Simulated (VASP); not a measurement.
Calculation: revTPSS meta-GGA, VASP's PBE PAW potentials (set 64) (plane waves; VASP 6.6.1).

The input files of a VASP run:

**POSCAR**
```
FePt
1.0
  2.7200000000   0.0000000000   0.0000000000
  0.0000000000   2.7200000000   0.0000000000
  0.0000000000   0.0000000000   3.7100000000
Fe Pt
1 1
Cartesian
  0.0000000000   0.0000000000   0.0000000000
  1.3600000000   1.3600000000   1.8550000000
```

KPOINTS:
```
K-points
0
gamma
12 12 9
```

### INCAR
```
ALGO = Normal
EDIFF = 1E-6
EDIFFG = -0.01
ENCUT = 520
IBRION = 2
ISIF = 3
ISMEAR = 1
ISPIN = 2
LASPH = .True.
LCHARG = .False.
LMAXMIX = 6
LMIXTAU = .True.
LORBIT = 10
LREAL = .False.
LWAVE = .False.
MAGMOM = 3.0 0.0
METAGGA = RTPSS
NELM = 100
NSW = 60
PREC = Accurate
SIGMA = 0.1
SYSTEM = FePt
```

POTCAR, in this order: Fe Pt (PBE.64 set). Program: vasp_std.

What VASP printed:

File OUTCAR:
```
 ion  position               nearest neighbor table
   1  0.000  0.000  0.000-   2 2.67   2 2.67   2 2.67   2 2.67   2 2.67   2 2.67   2 2.67   2 2.67
  LATTYP: Found a simple tetragonal cell.
 ALAT       =     2.7200000000
 C/A-ratio  =     1.3639705882
 Subroutine PRICEL returns:
 Original cell was already a primitive cell.
 Subroutine GETGRP returns: Found 16 space group operations
The static configuration has the point symmetry D_4h.
The dynamic configuration has the point symmetry D_4h.
The overall configuration has the point symmetry D_4h.
 Subroutine INISYM returns: Found 16 space group operations
 Subroutine IBZKPT returns following result:
 Found    140 irreducible k-points:

 Following reciprocal coordinates:
            Coordinates               Weight
  0.000000  0.000000  0.000000      1.000000
  0.083333  0.000000  0.000000      4.000000
  0.166667  0.000000  0.000000      4.000000
  0.250000  0.000000  0.000000      4.000000
  0.333333  0.000000  0.000000      4.000000
  0.416667  0.000000  0.000000      4.000000
  0.500000  0.000000  0.000000      2.000000
  0.083333  0.083333  0.000000      4.000000
  0.166667  0.083333  0.000000      8.000000
  0.250000  0.083333  0.000000      8.000000
  0.333333  0.083333  0.000000      8.000000
  0.416667  0.083333  0.000000      8.000000
  0.500000  0.083333  0.000000      4.000000
  0.166667  0.166667  0.000000      4.000000
  0.250000  0.166667  0.000000      8.000000
  0.333333  0.166667  0.000000      8.000000
  0.416667  0.166667  0.000000      8.000000
  0.500000  0.166667  0.000000      4.000000
  0.250000  0.250000  0.000000      4.000000
  0.333333  0.250000  0.000000      8.000000
  0.416667  0.250000  0.000000      8.000000
  0.500000  0.250000  0.000000      4.000000
  0.333333  0.333333  0.000000      4.000000
...
```

OSZICAR:
```
       N       E                     dE             d eps       ncg     rms          rms(c)
DAV:   1     0.176170553846E+03    0.17617E+03   -0.10775E+04  9422   0.177E+03
DAV:   2     0.501560937718E+02   -0.12601E+03   -0.11428E+03  9289   0.347E+02
DAV:   3     0.430056123753E+02   -0.71505E+01   -0.66894E+01 11137   0.106E+02
DAV:   4     0.428077521374E+02   -0.19786E+00   -0.19766E+00 11951   0.188E+01
DAV:   5     0.428019482677E+02   -0.58039E-02   -0.58036E-02 12698   0.305E+00    0.240E+01
DAV:   6     0.278523330016E+02   -0.14950E+02   -0.25356E+01  9368   0.626E+01    0.161E+01
DAV:   7     0.279731701205E+02    0.12084E+00   -0.37727E+00 12086   0.468E+01    0.849E+00
DAV:   8     0.282687531926E+02    0.29558E+00   -0.17748E+00  9835   0.326E+01    0.751E+00
DAV:   9     0.282864497108E+02    0.17697E-01   -0.13874E-01 12493   0.736E+00    0.194E+00
DAV:  10     0.282885009008E+02    0.20512E-02   -0.24444E-02  9914   0.244E+00    0.105E+00
DAV:  11     0.282910399880E+02    0.25391E-02   -0.15805E-02 10313   0.125E+00    0.211E-01
DAV:  12     0.282908838656E+02   -0.15612E-03   -0.61726E-04 10416   0.489E-01    0.144E-01
DAV:  13     0.282908706791E+02   -0.13187E-04   -0.82721E-05 10836   0.110E-01    0.596E-02
DAV:  14     0.282908739727E+02    0.32937E-05   -0.50236E-05 10794   0.758E-02    0.159E-02
DAV:  15     0.282908707339E+02   -0.32388E-05   -0.45208E-06  9399   0.312E-02    0.535E-03
DAV:  16     0.282908708830E+02    0.14909E-06   -0.47965E-07  5072   0.850E-03
   1 F= 0.28290871E+02 E0= 0.28291153E+02  d E =0.282909E+02  mag=     3.3657
       N       E                     dE             d eps       ncg     rms          rms(c)
DAV:   1     0.280412582190E+02   -0.24961E+00   -0.53114E+00  8617   0.313E+01    0.443E+00
DAV:   2     0.283019205452E+02    0.26066E+00   -0.58933E-01  9576   0.940E+00    0.235E+00
DAV:   3     0.282998248107E+02   -0.20957E-02   -0.21791E-02 10180   0.232E+00    0.120E+00
DAV:   4     0.283008290220E+02    0.10042E-02   -0.17724E-03 10807   0.652E-01    0.409E-01
DAV:   5     0.283009909517E+02    0.16193E-03   -0.16251E-03 12292   0.867E-01    0.284E-01
DAV:   6     0.283012234140E+02    0.23246E-03   -0.16952E-03  9790   0.110E+00    0.133E-01
DAV:   7     0.283012028580E+02   -0.20556E-04   -0.14180E-04 12916   0.242E-01    0.460E-02
DAV:   8     0.283012085525E+02    0.56945E-05   -0.26668E-05 12268   0.107E-01    0.354E-02
DAV:   9     0.283012050240E+02   -0.35285E-05   -0.67389E-06 11532   0.449E-02    0.861E-03
DAV:  10     0.283012059667E+02    0.94270E-06   -0.72842E-07  4872   0.127E-02
   2 F= 0.28301206E+02 E0= 0.28301512E+02  d E =0.103351E-01  mag=     3.2560
       N       E                     dE             d eps       ncg     rms          rms(c)
DAV:   1     0.281792733759E+02   -0.12193E+00   -0.21566E+00  8554   0.202E+01    0.262E+00
DAV:   2     0.282856519909E+02    0.10638E+00   -0.24623E-01  9590   0.648E+00    0.154E+00
DAV:   3     0.282828617144E+02   -0.27903E-02   -0.17740E-02 10977   0.259E+00    0.124E+00
DAV:   4     0.282847581298E+02    0.18964E-02   -0.11952E-02 10815   0.299E+00    0.442E-01
DAV:   5     0.282854442352E+02    0.68611E-03   -0.40256E-03 10396   0.169E+00    0.339E-01
DAV:   6     0.282856609151E+02    0.21668E-03   -0.51341E-04 12734   0.394E-01    0.661E-02
DAV:   7     0.282856481513E+02   -0.12764E-04   -0.49636E-05 11964   0.797E-02    0.309E-02
DAV:   8     0.282856378433E+02   -0.10308E-04   -0.71395E-06 10448   0.562E-02    0.201E-02
DAV:   9     0.282856364023E+02   -0.14409E-05   -0.13579E-06  5327   0.287E-02    0.490E-03
DAV:  10     0.282856360610E+02   -0.34136E-06   -0.93741E-07  4587   0.125E-02
   3 F= 0.28285636E+02 E0= 0.28286061E+02  d E =-.523482E-02  mag=     3.3321
       N       E                     dE             d eps       ncg     rms          rms(c)
DAV:   1     0.282856224309E+02   -0.13971E-04   -0.29208E-04  8638   0.233E-01    0.307E-02
DAV:   2     0.282856370307E+02    0.14600E-04   -0.33021E-05  9534   0.738E-02    0.175E-02
DAV:   3     0.282856365374E+02   -0.49328E-06   -0.11839E-06  5149   0.161E-02
   4 F= 0.28285637E+02 E0= 0.28286062E+02  d E =-.523435E-02  mag=     3.3315
       N       E                     dE             d eps       ncg     rms          rms(c)
DAV:   1     0.282844580818E+02   -0.11789E-02   -0.59083E-02  9373   0.200E+00    0.209E-01
DAV:   2     0.282847415562E+02    0.28347E-03   -0.28724E-03 11701   0.125E+00    0.296E-01
DAV:   3     0.282851817675E+02    0.44021E-03   -0.16358E-03 10760   0.111E+00    0.117E-01
DAV:   4     0.282852703894E+02    0.88622E-04   -0.23626E-04 10615   0.171E-01    0.471E-02
DAV:   5     0.282852784241E+02    0.80347E-05   -0.22647E-05 11467   0.810E-02    0.169E-02
DAV:   6     0.282852790061E+02    0.58205E-06   -0.18380E-06  7357   0.187E-02
   5 F= 0.28285279E+02 E0= 0.28285727E+02  d E =-.357531E-03  mag=     3.3207
       N       E                     dE             d eps       ncg     rms          rms(c)
DAV:   1     0.282844912740E+02   -0.78715E-03   -0.48468E-02  9359   0.182E+00    0.192E-01
DAV:   2     0.282846562966E+02    0.16502E-03   -0.25635E-03 11646   0.120E+00    0.295E-01
DAV:   3     0.282850892630E+02    0.43297E-03   -0.14608E-03 10782   0.104E+00    0.102E-01
DAV:   4     0.282851565108E+02    0.67248E-04   -0.18854E-04 10264   0.144E-01    0.445E-02
DAV:   5     0.282851630077E+02    0.64969E-05   -0.17912E-05 11513   0.715E-02    0.166E-02
DAV:   6     0.282851636218E+02    0.61409E-06   -0.15069E-06  6929   0.177E-02
   6 F= 0.28285164E+02 E0= 0.28285621E+02  d E =-.472916E-03  mag=     3.3104
```

### OUTCAR
```
------------------------ aborting loop because EDIFF is reached ----------------------------------------
  FORCE on cell =-STRESS in cart. coord.  units (eV):
  Direction    XX          YY          ZZ          XY          YZ          ZX
  --------------------------------------------------------------------------------------
  Total       -0.0017128     -0.0017128      0.0029249      0.0000000      0.0000000      0.0000000
  in kB       -0.1016558     -0.1016558      0.1735946      0.0000000      0.0000000      0.0000000
  external PRESSURE =      -0.0099057 kB  Pullay stress =       0.0000000 kB
  volume of cell :       27.00
      direct lattice vectors                 reciprocal lattice vectors
     2.695839036 -0.000000000  0.000000000     0.370942028 -0.000000000  0.000000000
    -0.000000000  2.695839036  0.000000000    -0.000000000  0.370942028  0.000000000
    -0.000000000 -0.000000000  3.714494383    -0.000000000 -0.000000000  0.269215645
 POSITION                                       TOTAL-FORCE (eV/Angst)
 -----------------------------------------------------------------------------------
      0.00000      2.69584      0.00000         0.000000      0.000000      0.000000
      1.34792      1.34792      1.85725        -0.000000     -0.000000      0.000000
 -----------------------------------------------------------------------------------
    total drift:                               -0.000000     -0.000000      0.000000
  FREE ENERGIE OF THE ION-ELECTRON SYSTEM (eV)
  ---------------------------------------------------
  free  energy   TOTEN  =        28.2851636218 eV

  energy  without entropy=       28.2865351102  energy(sigma->0) =       28.28562078

 total charge

# of ion       s       p       d       tot
------------------------------------------
    1        0.418   0.477   6.087   6.983
    2        0.749   0.721   8.066   9.536
--------------------------------------------------
tot          1.168   1.198  14.153  16.519

 magnetization (x)

# of ion       s       p       d       tot
------------------------------------------
    1       -0.004  -0.014   2.957   2.940
    2       -0.027  -0.074   0.408   0.307
--------------------------------------------------
tot         -0.031  -0.088   3.365   3.246

 reached required accuracy - stopping structural energy minimisation
```
(Selected blocks of OUTCAR.)

CONTCAR:
```
FePt
   1.00000000000000
     2.6958390356495259   -0.0000000000000000    0.0000000000000000
    -0.0000000000000000    2.6958390356495259    0.0000000000000000
    -0.0000000000000000   -0.0000000000000000    3.7144943829628927
  Fe              Pt
     1     1
Direct
     0.0000000000000000    1.0000000000000000    0.0000000000000000
     0.5000000000000000    0.5000000000000000    0.5000000000000000
```

The compound is FePt in the L1_0 structure. This run relaxes it. Symmetry was kept, so distortions that lower it aren't found.
